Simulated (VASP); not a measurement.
# AlN: structure and properties in VASP, part 2 of 2

What structure and properties does PBE give AlN, and how near are they to the measured ones? The start is a cell from a database of measured crystal structures.

VASP 6.6.1; PBE; plane waves and PAW (Al, N).

So far, gap on the k-mesh (eV): step 2 (full relaxation (PBE)) 4.06; step 6 (total and projected DOS (PBE)) 4.06. The relaxed cell has a = 3.128, c = 5.018 Å (conventional setting).

The database entry behind the starting cell differs from later determinations by our own check (inner coordinate u about 0.002 short), so it need not match the best structure at ambient conditions.

### 7. Response to an electric field (PBE) (continued)

Energies printed during the response cycles are not total energies of the cell.

This step gave:

```yaml
bands: 14
fermi_energy: 6.050 eV
pressure: 0.007688 GPa
```

Electronic dielectric tensor with local fields:

```
4.46 0.00 0.00
0.00 4.46 0.00
0.00 0.00 4.69
```

Born effective charge (e), principal values of the symmetric part by kind of site:

```tsv
atom	atoms with these values	low	middle	high	mean
Al1	2	2.52	2.52	2.68	2.57
N3	2	-2.68	-2.52	-2.52	-2.57
```

In full for N3:

```
-2.52  0.00  0.00
 0.00 -2.52  0.00
 0.00  0.00 -2.68
```

Piezoelectric tensor with clamped ions (C/m²), by row:

```tsv
field	xx	yy	zz	xy	yz	zx
x	0	0	0	0	0	0.3416
y	0	0	0	0	0.3416	0
z	0.2712	0.2712	-0.4263	0	0	0
```

The Born charges sum to zero; the printed set may have that rule imposed, so this is no test. The mean Born charge of N, -2.57 e, lies near its nominal -3, though a dynamic charge doesn't by itself measure how ionic a bond is.

### 8. Optical spectrum (PBE)

LOPTICS sums transitions from filled to empty bands. NBANDS is raised for it.

The input, INCAR:

```
SYSTEM = AlN
PREC = Accurate
ENCUT = 520
EDIFF = 1E-06
NELM = 100
ISMEAR = 0
SIGMA = 0.05
LREAL = .FALSE.
ALGO = Normal
GGA = PE
NBANDS = 40
LORBIT = 11
LWAVE = .FALSE.
LCHARG = .FALSE.
KPAR = 4
LOPTICS = .TRUE.
NEDOS = 1500
CSHIFT = 0.1
```

The input, POSCAR:

```
AlN
1.0
    3.1279388183      0.0000000000      0.0000000000
   -1.5639694091      2.7088744781      0.0000000000
    0.0000000000      0.0000000000      5.0184391277
Al N
2 2
Direct
    0.3333333333      0.6666666667      0.9993397674
    0.6666666667      0.3333333333      0.4993397674
    0.3333333333      0.6666666667      0.3806602326
    0.6666666667      0.3333333333      0.8806602326
```

The input, KPOINTS:

```
Automatic mesh
0
Gamma
12 12 7
0 0 0
```

Potentials, in the order of the species: Al and N (PBE family, release 64).

The run is started by

```bash
> mpirun -np 4 vasp_std
```

Elapsed: 52 s, on 4 MPI ranks of AMD EPYC 7571, shared host; peak memory 0.97 GiB.

These are independent-particle spectra without excitons or local fields, and fine structure depends on the mesh and on CSHIFT.

Numbers from this step:

```yaml
bands: 40
fermi_energy: 6.164 eV
pressure: 0.005342 GPa
```

The imaginary dielectric function has structure finer than the step of the table below, so its rows give means over 0.5 eV, whole bins alone (the curve runs from 0 to 25.0 eV). Peaks (eV: height): xx 7.87: 9.68, 8.51: 7.32, 10.74: 6.38, 11.70: 5.75; zz 6.69: 9.62, 8.69: 5.33, 9.56: 6.88, 10.56: 6.14, 11.70: 6.94.

The imaginary dielectric function by photon energy; means over each step:

```tsv
photon energy (eV)	xx	zz
0.5	0.00514	0.00595
1.0	0.0106	0.0123
1.5	0.0167	0.0196
2.0	0.0241	0.0284
2.5	0.0335	0.0402
3.0	0.0470	0.0577
3.5	0.0701	0.0928
4.0	0.170	0.278
4.5	0.542	0.767
5.0	1.01	1.13
5.5	1.33	1.79
6.0	2.40	4.22
6.5	4.94	8.53
7.0	6.92	8.44
7.5	7.97	7.95
8.0	8.14	5.08
8.5	6.77	4.24
9.0	4.95	4.31
9.5	4.24	6.25
10.0	4.73	5.53
10.5	5.64	5.53
11.0	5.19	4.01
11.5	5.26	6.02
12.0	5.26	5.40
12.5	5.13	4.59
13.0	4.15	3.72
13.5	3.43	2.75
14.0	2.62	2.41
14.5	2.23	2.26
15.0	1.66	1.72
15.5	1.39	1.49
16.0	1.06	1.06
16.5	1.04	0.968
17.0	0.849	0.865
17.5	0.588	0.587
18.0	0.476	0.371
18.5	0.437	0.478
19.0	0.401	0.443
19.5	0.410	0.426
20.0	0.318	0.360
20.5	0.312	0.398
21.0	0.297	0.383
21.5	0.272	0.323
22.0	0.262	0.320
22.5	0.241	0.292
23.0	0.264	0.292
23.5	0.300	0.279
24.0	0.276	0.261
24.5	0.274	0.264
```

The real dielectric function by photon energy:

```tsv
photon energy (eV)	xx	zz
0.0	4.59	4.79
0.5	4.60	4.81
1.0	4.64	4.85
1.5	4.71	4.93
2.0	4.81	5.05
2.5	4.95	5.22
3.0	5.15	5.46
3.5	5.43	5.81
4.0	5.89	6.39
4.5	6.53	6.90
5.0	6.85	7.47
5.5	7.76	8.69
6.0	8.02	11.3
6.5	8.46	8.40
7.0	7.97	4.24
7.5	5.32	1.72
8.0	1.26	-0.644
8.5	1.73	3.16
9.0	0.806	3.54
9.5	1.32	2.95
10.0	1.88	0.503
10.5	2.12	0.997
11.0	0.136	0.531
11.5	0.881	1.54
12.0	-0.237	-1.29
12.5	-1.38	-1.72
13.0	-2.21	-2.53
13.5	-1.97	-1.74
14.0	-2.20	-1.91
14.5	-1.66	-1.47
15.0	-1.77	-1.67
15.5	-1.33	-1.30
16.0	-1.22	-1.35
16.5	-1.11	-1.09
17.0	-1.01	-0.945
17.5	-0.852	-0.878
18.0	-0.618	-0.599
18.5	-0.443	-0.322
19.0	-0.335	-0.326
19.5	-0.292	-0.219
20.0	-0.132	-0.112
20.5	-0.0340	0.0200
21.0	0.0240	0.0129
21.5	0.116	0.0829
22.0	0.149	0.0969
22.5	0.218	0.182
23.0	0.341	0.263
23.5	0.315	0.237
24.0	0.341	0.331
24.5	0.413	0.368
```

Its static limit, 4.66, stands beside 4.54 from the response with local fields; local fields, the finite band count and the meshes make the difference. The mean of ε2 over directions passes 5 % of its top at 4.41 eV, against a least direct gap of 4.06 eV on this mesh, so the first direct transitions are weak, forbidden or few.

### 9. Outcome

```yaml
relaxed_volume: 10.63 Å³/atom
relaxed_conventional_cell_a_b_c: 3.128, 3.128, 5.018 Å; angles 90.0, 90.0, 120.0°
space_group_after_relaxing_within_0p02_a: P6_3mc (No. 186)
band_gap: 4.06 eV, direct
gap_among_the_points_of_the_dos_mesh_alone_an_upper_bound: 4.06 eV
electronic_dielectric_constant_mean: 4.54
strongest_peak_of_eps_2_mean_over_directions: 7.87 eV
eps_1_at_zero_frequency_no_local_fields_mean: 4.66
```

With PBE, AlN relaxes to 10.63 Å³/atom in space group P6_3mc (held by the symmetry of the run) and has a direct gap of 4.06 eV. Against the listed cell the volume lies +1.7 % (a +0.5 %, c +0.8 %). Band structure (PBE): On this path the gap is direct, 4.06 eV, with the valence top at Γ and the conduction bottom at Γ. Response to an electric field (PBE): The principal values of the electronic dielectric tensor with local fields are 4.46, 4.46 and 4.69. Response to an electric field (PBE): Mean Born effective charge: Al1 2.57, N3 -2.57 e. Semilocal functionals usually underestimate gaps. No search among competing phases was made, and a listed structure need not be the one stable at ambient conditions. All values are for a static lattice at zero temperature.

Computed beside measured:

| quantity | measured | PBE |
| --- | --- | --- |
| lattice constant a (Å) | 3.111 | 3.128 (+0.5 %) |

Measured values from arxiv:1112.6088 (2011).

**Verdict.** The lattice constant a is off by +0.5 %: good agreement. The grades are ours: good and fair within 0.7 and 1.5 % for the lattice constant a. Zero-point motion and thermal expansion are not in the computed lattice constants. As a rule both would widen the computed cell, so the excess over experiment is if anything larger than shown.

[Lines on the potential files, build, host, timing and source positions are cut from VASP's logs without a mark.]

[Logs are printed without paths, hosts, clocks, repeated set-up lines and the standing remarks that a program may print on its own settings, such as how far it seeks lower states.]

[Hosts, paths, dates, database ids (printed as entryN), source tags and the programs' standing remarks are cut or masked in the printed files.]

[A measured line is paired with the nearest computed mode of its activity, which favours agreement.]
